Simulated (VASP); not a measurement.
Calculation: PBEsol GGA, VASP's PBE PAW potentials (set 64) (plane waves; VASP).

The input files of a VASP run:

File POSCAR:
```
Na
1
   -2.0827851738     2.0827851738     2.0827851738
    2.0827851738    -2.0827851738     2.0827851738
    2.0827851738     2.0827851738    -2.0827851738
Na
1
Direct
  0.0000000000   0.0000000000   0.0000000000
```

INCAR:
```
SYSTEM = Na
PREC = Accurate
ENCUT = 480
EDIFF = 1E-6
NELM = 100
ALGO = Normal
LREAL = .FALSE.
LASPH = .TRUE.
ISMEAR = 1
SIGMA = 0.1
GGA = PS
LWAVE = .FALSE.
LCHARG = .FALSE.
IBRION = 2
ISIF = 3
NSW = 60
EDIFFG = -0.01
```

### KPOINTS
```
Automatic mesh
0
Gamma
11 11 11
0 0 0
```

POTCAR, in this order: Na_pv (PBE.64 set). Program: vasp_std.

What VASP printed:

File OUTCAR:
```
 ion  position               nearest neighbor table
   1  0.000  0.000  0.000-
  LATTYP: Found a body centered cubic cell.
 ALAT       =     4.1655703476
 Subroutine PRICEL returns:
 Original cell was already a primitive cell.
 Subroutine GETGRP returns: Found 48 space group operations
The static configuration has the point symmetry O_h .
The dynamic configuration has the point symmetry O_h .
 Subroutine INISYM returns: Found 48 space group operations
 Subroutine IBZKPT returns following result:
 Found     56 irreducible k-points:

 Following reciprocal coordinates:
            Coordinates               Weight
  0.000000  0.000000  0.000000      1.000000
  0.090909  0.000000  0.000000     12.000000
  0.181818  0.000000  0.000000     12.000000
  0.272727  0.000000  0.000000     12.000000
  0.363636  0.000000  0.000000     12.000000
  0.454545  0.000000  0.000000     12.000000
  0.090909  0.090909  0.000000     24.000000
  0.181818  0.090909 -0.000000     48.000000
  0.272727  0.090909  0.000000     48.000000
  0.363636  0.090909  0.000000     48.000000
...
```

OSZICAR:
```
       N       E                     dE             d eps       ncg     rms          rms(c)
DAV:   1     0.181536581780E+02    0.18154E+02   -0.38236E+03   791   0.787E+02
DAV:   2    -0.103767108413E+01   -0.19191E+02   -0.19186E+02   826   0.134E+02
DAV:   3    -0.140105724614E+01   -0.36339E+00   -0.36339E+00   959   0.263E+01
DAV:   4    -0.140445127584E+01   -0.33940E-02   -0.33940E-02  1029   0.232E+00
DAV:   5    -0.140448491196E+01   -0.33636E-04   -0.33636E-04   973   0.192E-01    0.238E-01
DAV:   6    -0.140277065595E+01    0.17143E-02   -0.31821E-03   896   0.111E+00    0.144E-01
DAV:   7    -0.140228265628E+01    0.48800E-03   -0.28442E-03   833   0.931E-01    0.456E-02
DAV:   8    -0.140222928925E+01    0.53367E-04   -0.20426E-04   847   0.346E-01    0.193E-03
DAV:   9    -0.140222951776E+01   -0.22851E-06   -0.82347E-07   637   0.138E-02
   1 F= -.14022295E+01 E0= -.14021085E+01  d E =-.140223E+01
```

### OUTCAR
```
------------------------ aborting loop because EDIFF is reached ----------------------------------------
  FORCE on cell =-STRESS in cart. coord.  units (eV):
  Direction    XX          YY          ZZ          XY          YZ          ZX
  --------------------------------------------------------------------------------------
  Total       -0.0093449     -0.0093449     -0.0093449      0.0000000      0.0000000     -0.0000000
  in kB       -0.4142783     -0.4142783     -0.4142783      0.0000000      0.0000000     -0.0000000
  external PRESSURE =      -0.4142783 kB  Pullay stress =       0.0000000 kB
  volume of cell :       36.14
      direct lattice vectors                 reciprocal lattice vectors
    -2.082785174  2.082785174  2.082785174     0.000000000  0.240063165  0.240063165
     2.082785174 -2.082785174  2.082785174     0.240063165  0.000000000  0.240063165
     2.082785174  2.082785174 -2.082785174     0.240063165  0.240063165  0.000000000
 POSITION                                       TOTAL-FORCE (eV/Angst)
 -----------------------------------------------------------------------------------
      0.00000      0.00000      0.00000        -0.000000      0.000000      0.000000
 -----------------------------------------------------------------------------------
    total drift:                               -0.000000     -0.000000     -0.000000
  FREE ENERGIE OF THE ION-ELECTRON SYSTEM (eV)
  ---------------------------------------------------
  free  energy   TOTEN  =        -1.4022295178 eV

  energy  without entropy=       -1.4018664734  energy(sigma->0) =       -1.40210850

 reached required accuracy - stopping structural energy minimisation
```
(Selected blocks of OUTCAR.)

The compound is Na in the bcc structure. It was relaxed first, which changed the volume by -7 %. The start is the result of an earlier pass.
